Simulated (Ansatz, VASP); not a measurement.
**GaCo: VASP beside Ansatz**

One calculation is typed for both programs; each brings its own data sets. How far apart do they land? The cell is taken from a series of runs on this material, whose earlier steps may have relaxed, scaled, displaced or heated it; both programs get it as it stands.

Method: plane waves, with VASP 6.6.1 beside it; zone-centre phonons at PBEsol, in Ansatz 0.2.0.

## (1) The structure

The structure is cubic, space group Pm-3m (No. 221). The conventional cell has a = 2.840 Å, b = 2.840 Å, c = 2.840 Å, α = 90.00°, β = 90.00°, γ = 90.00°. Nearest to Ga lie 8 Co at 2.46 Å. Nearest to Co lie 8 Ga at 2.46 Å. Farther neighbours are not listed.

## (2) Ansatz: zone-centre phonons, PBEsol

Ansatz runs on its PAW soft_1 files.

Second derivatives magnify differences that forces hide, and they need a tight electronic threshold.

input.yaml

```yaml
crystal:
  lattice:
    - [2.8398194804, 0.0, 0.0]
    - [0.0, 2.8398194804, 0.0]
    - [0.0, 0.0, 2.8398194804]
  atoms:
    - { symbol: Ga, position: [0.5, 0.5, 0.5] }
    - { symbol: Co, position: [0.0, 0.0, 0.0] }
kpoints:
  mp_grid: { grid: [16, 16, 16] }
hamiltonian:
  xc: pbesol
  pseudopotentials: { kind: paw, azcp: { folder: soft_1 }, xc_functional: pbe }
scf:
  occupations: { method: methfessel_paxton, width: 0.2 }
output:
  eigenvalues: true
phonons:
  method: dfpt
```

Launch:

```console
ansatz run input.yaml --threads 4 --pin off --max-ram 10240MiB --backend cpu --events-out ev --progress --plain --runs-dir out
```

Numbers of over 12 decimals in the logs are rounded to 6 here.

What it wrote:

```text
Engine: ansatz 0.2.0, aarch64-unknown-linux-gnu
Pseudopotentials: kind: paw
Pseudopotential: Ga, paw, valence charge 13, recommended cutoff 420 eV (normal), soft_1/Ga.paw.azcp
Pseudopotential: Co, paw, valence charge 17, recommended cutoff 420 eV (normal), soft_1/Co.paw.azcp
Functional definition: PBEsol
  exchange = pbesol_x
  correlation = pbesol_c
Crystal: 2 atoms, lattice volume = 22.902 Å³
Basis set: ecut = 420 eV, 461 PW (Γ), exchange–correlation on 40×40×40 points (8 copies of the dense FFT grid, shifted against one another)
Bands: 19, of which v1, the nominal top of the filled ones, is band 15 counted from 1 (14 counted from 0)
Symmetry: 48 space group operations
k-points: 405 of 4096 (irreducible under 8 space group operations, time reversal used)
Non-local potential: Ga, projectors of the file, l = 0: 2, l = 1: 2, l = 2: 3, l = 3: 1
Non-local potential: Co, projectors of the file, l = 0: 3, l = 1: 2, l = 2: 3, l = 3: 1
PAW form: soft (Blöchl's): semilocal exchange-correlation on the pseudo side does not see the compensation charge
PAW frozen core: Ga, regenerated for the run's functional, and the local potential with it (the file was generated under x = pbe(κ = 0.804, μ = 0.219515), c = pbe(β = 0.066725))
PAW frozen core: Co, regenerated for the run's functional, and the local potential with it (the file was generated under x = pbe(κ = 0.804, μ = 0.219515), c = pbe(β = 0.066725))
PAW one-centre angular grid: Ga, 590 points (default); XC on 64 Gauss nodes
PAW one-centre angular grid: Co, 590 points (default); XC on 64 Gauss nodes
Initial density: superposition of atomic densities (chi_scale 0.1, normalization cell, long waves kept (reshape's long-wave potential 0.00 eV rms))
Initial wavefunctions: pseudopotential atomic-orbital guess
Functional: x = pbesol(κ = 0.804, μ = 0.123457), c = pbesol(β = 0.046)
SCF iter   1: F=—  HF=-8837.294099 eV  |F-HF|=—  |Δ(HF+E_count)|=         —  Δρ=1.25e-1  dr2=3.19e0  ethr=3.10e-3  ⟨swp⟩=4.8  Hψ=31157  notcnv=0
preconditioner: auto → none  [metal: Δε(μ)=0.006 eV  Ē_g=13.206 eV  σ=0.200 eV  W_gap=0.03  n_scr=6 (ndim 8)  ℏωp=36.4 eV  f_vac=0.000  D(μ)=1.42/eV (n_scr^D=18)  sad-step TF]
SCF iter   2: F=—  HF=-8837.170759 eV  |F-HF|=—  |Δ(HF+E_count)|=   1.23e-1  S|Δr|=    0.00e0  Δρ=1.07e-1  dr2=2.25e0  ethr=3.10e-3  ⟨swp⟩=2.7  Hψ=14433  notcnv=0  defer=20
SCF iter   3: F=—  HF=-8837.055102 eV  |F-HF|=—  |Δ(HF+E_count)|=   1.16e-1  S|Δr|=    0.00e0  Δρ=3.91e-2  dr2=2.59e-1  ethr=3.10e-3  ⟨swp⟩=2.0  Hψ=13743  notcnv=0  defer=20
SCF iter   4: F=—  HF=-8836.865418 eV  |F-HF|=—  |Δ(HF+E_count)|=   1.90e-1  S|Δr|=    0.00e0  Δρ=5.17e-3  dr2=2.95e-3  ethr=8.62e-4  ⟨swp⟩=2.0  Hψ=16816  notcnv=0  defer=18
SCF iter   5: F=—  HF=-8836.866421 eV  |F-HF|=—  |Δ(HF+E_count)|=   1.00e-3  S|Δr|=    0.00e0  Δρ=1.50e-3  dr2=1.88e-4  ethr=9.85e-6  ⟨swp⟩=2.0  Hψ=13774  notcnv=0  defer=18
SCF iter   6: F=—  HF=-8836.866442 eV  |F-HF|=—  |Δ(HF+E_count)|=   2.16e-5  S|Δr|=    0.00e0  Δρ=7.02e-4  dr2=6.74e-5  ethr=6.27e-7  ⟨swp⟩=2.0  Hψ=12174  notcnv=0  defer=18
SCF iter   7: F=—  HF=-8836.866423 eV  |F-HF|=—  |Δ(HF+E_count)|=   1.96e-5  S|Δr|=    0.00e0  Δρ=6.90e-5  dr2=3.93e-7  ethr=2.25e-7  ⟨swp⟩=2.7  Hψ=12738  notcnv=0  defer=18
SCF iter   8: F=—  HF=-8836.866421 eV  |F-HF|=—  |Δ(HF+E_count)|=   1.69e-6  S|Δr|=    0.00e0  Δρ=2.69e-6  dr2=8.08e-10  ethr=1.31e-9  ⟨swp⟩=2.0  Hψ=12165  notcnv=0  defer=18
SCF iter   9: F=—  HF=-8836.866421 eV  |F-HF|=—  |Δ(HF+E_count)|=  4.44e-10  S|Δr|=    0.00e0  Δρ=2.05e-7  dr2=1.78e-12  ethr=1.00e-12  ⟨swp⟩=5.0  Hψ=43707  notcnv=0
SCF iter  10: F=-8836.866421 eV  HF=-8836.866421 eV  |F-HF|=1.82e-12  |Δ(HF+E_count)|=  3.64e-12  S|Δr|=    0.00e0  Δρ=1.98e-8  dr2=1.04e-13  ethr=1.00e-12  ⟨swp⟩=5.1  Hψ=31775  notcnv=0
SCF 1 converged in 10 iterations: F = -8836.866421 eV  dr2 = 1.04e-13
  greatest PAW one-centre occupation: 1.001 electrons in one spin orbital (limit 2), on the Co atom at site 1 (counted from 0), in its partial waves of l = 1
DFPT response loops at Γ: preconditioner auto → Kerker (q_TF=auto, 2.854 Å⁻¹) (partly filled bands, converged f_vac=0.000); β = 1.00, the filter's whole step (`scf.mixing.beta` (0.50) is not read by the response loops under this deck's `scf.mixing.preconditioner`; to damp them name `kerker` or `kerker_dos`, under which they read `scf.mixing.beta`, and type it under 1.00, their step now; both keys bind the ground state too); Broyden in place of MSR1
SCF converged after 10 iterations
Stability not checked: this state was not tested for a lower state beside it, because cold or Methfessel-Paxton smearing, or corrected tetrahedra, fill the levels in a way that the test cannot read (fill_not_monotonic; see scf.lower_state_search)
Free energy (F): -8836.866421 eV
Harris-Foulkes:  -8836.866421 eV  (|F-HF|=1.82e-12)
Internal energy: -8836.865947 eV  (E = F + TS)
E sigma→0 (E₀):  -8836.866303 eV
Entropy (-TS):   -0.000474 eV (-0.237 meV/atom)
Fermi energy:    17.567251 eV
Step filling:    the computed levels leave a gap of 0.0167 eV = 0.1 smearing widths at the electron count; against every level under it full and every level over it empty, smearing changes F+E_penalty+E_count by +0.172 meV and its σ→0 estimate by +0.291 meV
--- Per-component energies (eV) ---
  E_band       = -197.591685
  E_kinetic    = 411.579513
  E_local      = -3696.524741  (includes V_loc(G=0)·N_el)
  E_nonlocal   = 351.073317
  E_hartree    = 1944.632005
  E_xc         = -156.581347
  E_vxc        = -177.284115  (∫ρ·V_xc dr)
  E_paw        = -3498.850474  (= ΣΔE_a)
  E_vpaw       = -975.699450  (= ΣTr[D̂ρ^β])
  E_aug_tail   = -0.000203  (compensation charges beyond the density's cutoff)
  E_ewald      = -4193.245417
  E_core_change = 1.051399  (= ΣΔE_core)
  E_smearing   = -0.000474  (= −TS)
  E_closure    = -0.000000  (closes the sum)
  Σ components = -8836.866421   (vs F -8836.866421, Δ=0.00e0)
--- Band table (eV; the first three rows and the last of 405) ---
  k-point 0: bands = [... 11 lower, 14.8329, 16.8009, 16.8009, 16.8009, 22.8522, 22.8522, 22.8522, 28.8148]
  k-point 1: bands = [... 11 lower, 14.8410, 16.7458, 16.7458, 16.8009, 22.2594, 22.9910, 22.9910, 28.8256]
  k-point 2: bands = [... 11 lower, 14.8644, 16.5978, 16.5978, 16.8011, 20.9966, 23.3904, 23.3904, 28.8583]
  k-point 404: bands = [... 11 lower, 13.2263, 17.3357, 17.3357, 18.4397, 21.4442, 21.4442, 21.4442, 22.5405]
--- Phonons (Γ-DFPT): 2 representative perturbations + reference, on 405 of 4096 k-points (Σ response iterations 6) ---
  k mesh reduced under 8 symmetry operations, with k and −k counted as one. Each operation leaves every solved perturbation unchanged. A smaller set is not used because it would not reduce the number of displacements times k-points to solve
  ASR residual: 2.122e-5 → 0.000e0 eV/Å²; symmetrization residual: 5.484e-6 eV/Å²
  ASR residual per site (eV/Å²): 2.12e-5 3.10e-6
  Γ frequencies (cm⁻¹): 0.00 0.00 0.00 243.29 243.29 243.29
  non-analytic LO–TO correction: not included (Born effective charges unavailable; polar crystals: no LO–TO splitting at Γ)
```

## (3) VASP: zone-centre phonons, PBEsol

The same cell, functional, mesh and smearing now go to VASP, with its own data sets.

Lines of VASP's logs that name or quote its potential files are left out, and so is its time.

INCAR

```
SYSTEM = GaCo
PREC = Accurate
ENCUT = 600
EDIFF = 1E-08
NELM = 120
ISMEAR = 1
SIGMA = 0.2
LREAL = .FALSE.
ALGO = Normal
GGA = PS
NBANDS = 17
LASPH = .TRUE.
LORBIT = 11
LWAVE = .FALSE.
LCHARG = .FALSE.
ISIF = 2
IBRION = 8
GGA_COMPAT = .FALSE.
KPAR = 2
```

POSCAR

```
GaCo
1.0
    2.8398194804      0.0000000000      0.0000000000
    0.0000000000      2.8398194804      0.0000000000
    0.0000000000      0.0000000000      2.8398194804
Ga Co
1 1
Direct
    0.5000000000      0.5000000000      0.5000000000
    0.0000000000      0.0000000000      0.0000000000
```

KPOINTS

```
Automatic mesh
0
Gamma
16 16 16
0 0 0
```

The projector-augmented-wave data sets are Ga_d and Co (PBE family, release 64).

Launch:

```console
mpirun -np 2 vasp_std
```

What it wrote:

```text
[banner, memory and clock lines left out]
running    2 mpi-ranks, on    1 nodes
 distrk:  each k-point on    1 cores,    2 groups
 distr:  one band on    1 cores,    1 groups

 POSCAR found type information on POSCAR GaCo
 POSCAR found :  2 types and       2 ions
|                                                                             |
|               ----> ADVICE to this user running VASP <----                  |
|                                                                             |
|     You enforced a specific xc type in the INCAR file but a different       |
|     [... a line on the potential file left out ...]
|     I HOPE YOU KNOW WHAT YOU ARE DOING!                                     |
|                                                                             |

 LDA part: xc-table for (Slater+PW92), standard interpolation
 POSCAR, INCAR and KPOINTS ok, starting setup
 FFT: planning ... GRIDC
 FFT: planning ... GRID_SOFT
 FFT: planning ... GRID
 WAVECAR not read
 entering main loop
       N       E                     dE             d eps       ncg     rms          rms(c)
DAV:   1     0.102336929681E+03    0.10234E+03   -0.11684E+04  6162   0.257E+03
DAV:   2    -0.745148139081E+01   -0.10979E+03   -0.10604E+03  5768   0.342E+02
DAV:   3    -0.129138844686E+02   -0.54624E+01   -0.54183E+01  6283   0.794E+01
DAV:   5    -0.130025778177E+02   -0.25295E-02   -0.25293E-02  7260   0.138E+00    0.108E+01
DAV:   6    -0.140795550986E+02   -0.10770E+01   -0.23993E+01  6031   0.622E+01    0.119E+01
DAV:   7    -0.118161530294E+02    0.22634E+01   -0.94703E+00  5790   0.462E+01    0.181E+00
DAV:   8    -0.117801926257E+02    0.35960E-01   -0.20758E-01  6850   0.467E+00    0.589E-01
DAV:   9    -0.117731758089E+02    0.70168E-02   -0.12591E-02  7966   0.162E+00    0.115E-01
DAV:  10    -0.117727419288E+02    0.43388E-03   -0.39040E-04  7596   0.267E-01    0.570E-02
DAV:  11    -0.117727316982E+02    0.10231E-04   -0.29205E-05  6980   0.839E-02    0.788E-03
DAV:  12    -0.117727318216E+02   -0.12338E-06   -0.16509E-06  7733   0.179E-02    0.150E-03
DAV:  13    -0.117727317979E+02    0.23699E-07   -0.78815E-08  7108   0.262E-03    0.475E-04
DAV:  14    -0.117727317585E+02    0.39417E-07   -0.52474E-09  3650   0.113E-03    0.230E-04
DAV:  15    -0.117727317665E+02   -0.80504E-08   -0.11637E-09  3091   0.352E-04
   1 F= -.11772732E+02 E0= -.11772556E+02  d E =-.528291E-03
 Linear response reoptimize wavefunctions to high precision
DAV:   1    -0.117727317671E+02   -0.59890E-09   -0.21309E-10  3214   0.161E-04
DAV:   2    -0.117727317671E+02    0.22737E-10   -0.56133E-11  2994   0.702E-05
 Linear response DOF=           2
 Linear response progress:
  Degree of freedom:   1/  2
       N       E                     dE             d eps       ncg     rms          rms(c)
RMM:   1    -0.158947753775E+00   -0.15895E+00    0.23056E-01 16436   0.976E+00
RMM:   2    -0.160045928222E+00   -0.10982E-02   -0.23116E-02 26163   0.131E+00    0.525E-02
RMM:   3    -0.160165521245E+00   -0.11959E-03   -0.20493E-03 26421   0.370E-01    0.295E-02
RMM:   4    -0.160124590453E+00    0.40931E-04   -0.33408E-04 27555   0.132E-01    0.476E-03
RMM:   5    -0.160092762352E+00    0.31828E-04   -0.48020E-05 29198   0.451E-02    0.209E-03
RMM:   6    -0.160075463371E+00    0.17299E-04   -0.99967E-06 29571   0.176E-02    0.665E-04
RMM:   7    -0.160075271603E+00    0.19177E-06   -0.25303E-06 27921   0.761E-03    0.390E-04
RMM:   8    -0.160077287768E+00   -0.20162E-05   -0.68888E-07 29670   0.347E-03    0.165E-04
RMM:   9    -0.160076127493E+00    0.11603E-05   -0.19518E-07 30097   0.167E-03    0.316E-05
RMM:  10    -0.160076023707E+00    0.10379E-06   -0.64365E-08 30840   0.842E-04    0.166E-05
RMM:  11    -0.160075819140E+00    0.20457E-06   -0.20465E-08 30859   0.458E-04    0.359E-06
RMM:  12    -0.160075789696E+00    0.29444E-07   -0.97013E-09 31647   0.270E-04    0.182E-06
RMM:  13    -0.160075790486E+00   -0.79006E-09   -0.46552E-09 30209   0.174E-04    0.938E-07
 first order change of Fermi-energy   0.33258E-04
 force on displaced ion       1 direction 1 :  -7.009  -0.000  -0.000
 Linear response progress:
  Degree of freedom:   2/  2
       N       E                     dE             d eps       ncg     rms          rms(c)
RMM:   1    -0.167896017848E+00   -0.16790E+00   -0.10431E-01 23925   0.242E+00
RMM:   2    -0.167797395616E+00    0.98622E-04   -0.47380E-03 26322   0.524E-01    0.132E-01
RMM:   3    -0.167770509829E+00    0.26886E-04   -0.35227E-04 26894   0.150E-01    0.789E-02
RMM:   4    -0.168030996169E+00   -0.26049E-03   -0.14949E-04 27400   0.936E-02    0.725E-03
RMM:   5    -0.168026934631E+00    0.40615E-05   -0.86089E-06 29346   0.258E-02    0.552E-03
RMM:   6    -0.168021564620E+00    0.53700E-05   -0.97711E-07 26204   0.997E-03    0.337E-03
RMM:   7    -0.167998588119E+00    0.22977E-04   -0.20479E-07 28218   0.418E-03    0.262E-04
RMM:   8    -0.168000495967E+00   -0.19078E-05   -0.27570E-08 28890   0.130E-03    0.147E-04
RMM:   9    -0.167998946411E+00    0.15496E-05   -0.12357E-08 29703   0.507E-04    0.381E-05
RMM:  10    -0.167998306987E+00    0.63942E-06   -0.92588E-09 30222   0.223E-04    0.210E-05
RMM:  11    -0.167998422431E+00   -0.11544E-06   -0.87330E-09 29519   0.139E-04    0.568E-06
RMM:  12    -0.167998433308E+00   -0.10877E-07   -0.84233E-09 30825   0.932E-05    0.491E-06
RMM:  13    -0.167998423935E+00    0.93731E-08   -0.84369E-09 29333   0.791E-05    0.333E-06
 first order change of Fermi-energy   0.27829E-02
 force on displaced ion       2 direction 1 :  -6.989   0.000   0.000
 Linear response finished
```

Parts of OUTCAR (step 3):

```text
ion  position               nearest neighbor table
   1  0.500  0.500  0.500-   2 2.46   2 2.46   2 2.46   2 2.46   2 2.46   2 2.46   2 2.46   2 2.46

  LATTYP: Found a simple cubic cell.
 ALAT       =     2.8398194804

 Subroutine GETGRP returns: Found 48 space group operations
 (whereof 48 operations were pure point group operations)

The static configuration has the point symmetry O_h .

 Found    165 irreducible k-points:

   k-points           NKPTS =    165   k-points in BZ     NKDIM =    165   number of bands    NBANDS=     17

   dimension x,y,z NGX =    24 NGY =   24 NGZ =   24
   dimension x,y,z NGXF=    48 NGYF=   48 NGZF=   48

   ENCUT  =  600.0 eV  44.10 Ry    6.64 a.u.   5.67  5.67  5.67*2*pi/ulx,y,z

   NELECT =      22.0000    total number of electrons

 k-points in reciprocal lattice and weights: Automatic mesh
   0.00000000  0.00000000  0.00000000       0.000
   0.06250000  0.00000000  0.00000000       0.001
   0.12500000  0.00000000  0.00000000       0.001
   0.18750000  0.00000000  0.00000000       0.001
   0.25000000  0.00000000  0.00000000       0.001
   0.31250000  0.00000000  0.00000000       0.001
   0.37500000  0.00000000  0.00000000       0.001
   0.43750000  0.00000000  0.00000000       0.001
   0.50000000  0.00000000  0.00000000       0.001
[...]
0.50000000  0.50000000  0.43750000       0.001
   0.50000000  0.50000000  0.50000000       0.000

 average (electrostatic) potential at core
       1 -60.0082       2 -77.9400

  Total        0.0134312      0.0134312      0.0134312      0.0000000     -0.0000000     -0.0000000
  in kB        0.9396215      0.9396215      0.9396215      0.0000000     -0.0000000     -0.0000000
  external PRESSURE =       0.9396215 kB  Pullay stress =       0.0000000 kB

  energy-cutoff  :      600.00
  volume of cell :       22.90
      direct lattice vectors                 reciprocal lattice vectors
     2.839819480  0.000000000  0.000000000     0.352135059  0.000000000  0.000000000
     0.000000000  2.839819480  0.000000000     0.000000000  0.352135059  0.000000000
     0.000000000  0.000000000  2.839819480     0.000000000  0.000000000  0.352135059

 POSITION                                       TOTAL-FORCE (eV/Angst)
 -----------------------------------------------------------------------------------
      1.41991      1.41991      1.41991         0.000000      0.000000      0.000000
      0.00000      0.00000      0.00000         0.000000      0.000000      0.000000
 -----------------------------------------------------------------------------------
    total drift:                                0.000000      0.000000     -0.000000

 Eigenvectors and eigenvalues of the dynamical matrix
 ----------------------------------------------------

   1 f  =    7.318051 THz    45.980672 2PiTHz  244.103912 cm-1    30.265014 meV
             X         Y         Z           dx          dy          dz
      1.419910  1.419910  1.419910    -0.358297    0.574820   -0.000000
      0.000000  0.000000  0.000000     0.389149   -0.624314    0.000000

   2 f  =    7.318051 THz    45.980672 2PiTHz  244.103912 cm-1    30.265014 meV
             X         Y         Z           dx          dy          dz
      1.419910  1.419910  1.419910    -0.574820   -0.358297    0.000000
      0.000000  0.000000  0.000000     0.624314    0.389149   -0.000000

   3 f  =    7.318051 THz    45.980672 2PiTHz  244.103912 cm-1    30.265014 meV
             X         Y         Z           dx          dy          dz
      1.419910  1.419910  1.419910    -0.000000    0.000000   -0.677344
      0.000000  0.000000  0.000000     0.000000    0.000000    0.735666

   4 f/i=    0.005349 THz     0.033607 2PiTHz    0.178412 cm-1     0.022120 meV
             X         Y         Z           dx          dy          dz
      1.419910  1.419910  1.419910     0.006416    0.735537    0.012209
      0.000000  0.000000  0.000000     0.005908    0.677225    0.011241

   5 f/i=    0.005349 THz     0.033607 2PiTHz    0.178412 cm-1     0.022120 meV
             X         Y         Z           dx          dy          dz
      1.419910  1.419910  1.419910     0.735635   -0.006376   -0.002491
      0.000000  0.000000  0.000000     0.677315   -0.005870   -0.002293

   6 f/i=    0.005349 THz     0.033607 2PiTHz    0.178412 cm-1     0.022120 meV
             X         Y         Z           dx          dy          dz
      1.419910  1.419910  1.419910    -0.002384    0.012230   -0.735561
      0.000000  0.000000  0.000000    -0.002195    0.011261   -0.677247

 ELASTIC MODULI CONTR FROM IONIC RELAXATION (kBar)
 Direction    XX          YY          ZZ          XY          YZ          ZX
 --------------------------------------------------------------------------------
 XX           0.0000      0.0000      0.0000      0.0000      0.0000      0.0000
 YY           0.0000      0.0000      0.0000      0.0000      0.0000      0.0000
 ZZ           0.0000      0.0000      0.0000      0.0000      0.0000      0.0000
 XY           0.0000      0.0000      0.0000      0.0000      0.0000      0.0000
 YZ           0.0000      0.0000      0.0000      0.0000      0.0000      0.0000
 ZX           0.0000      0.0000      0.0000      0.0000      0.0000      0.0000
 --------------------------------------------------------------------------------
```

## (4) Side by side

Known differences besides the potentials themselves: the data sets hold 30 valence electrons in Ansatz (on its PAW soft_1 files) and 22 in VASP; the cutoff is 420 eV in Ansatz and 600 eV in VASP; Ansatz makes its cores anew for this functional, VASP keeps those of its PBE data sets. Total energies have different zeros and are not compared.

Compared:

| quantity | Ansatz | VASP | difference |
| --- | --- | --- | --- |
| optical mode 1 to 3 (cm⁻¹) | 243.3 | 244.1 | -0.33 % |

Modes are paired by rising frequency, not by their patterns, so a pair may set unlike modes beside each other; they are those without the splitting of longitudinal modes.

## (5) Summary of results

| Quantity | Value |
| --- | --- |
| r.m.s. difference of the optical zone-centre modes, each program's sorted by frequency (zone-centre phonons, PBEsol) | 0.81 cm⁻¹ |

In words: The r.m.s. difference of the optical zone-centre modes, each program's sorted by frequency is 0.81 cm⁻¹ (zone-centre phonons, PBEsol). The data sets hold unlike numbers of valence electrons (30 in Ansatz and 22 in VASP), so part of the differences comes from the potentials. 1 further run of this series is not shown here. Such differences can come from data sets, numerical settings and the points named under the comparisons, not from the functional's error against experiment.

[Lines on the potential files, build, host, timing and source positions are cut from VASP's logs without a mark.]

[Logs are printed without paths, hosts, clocks, repeated set-up lines and the standing remarks that a program may print on its own settings, such as how far it seeks lower states.]

[Hosts, paths, dates, database ids (printed as entryN), source tags and the programs' standing remarks are cut or masked in the printed files.]
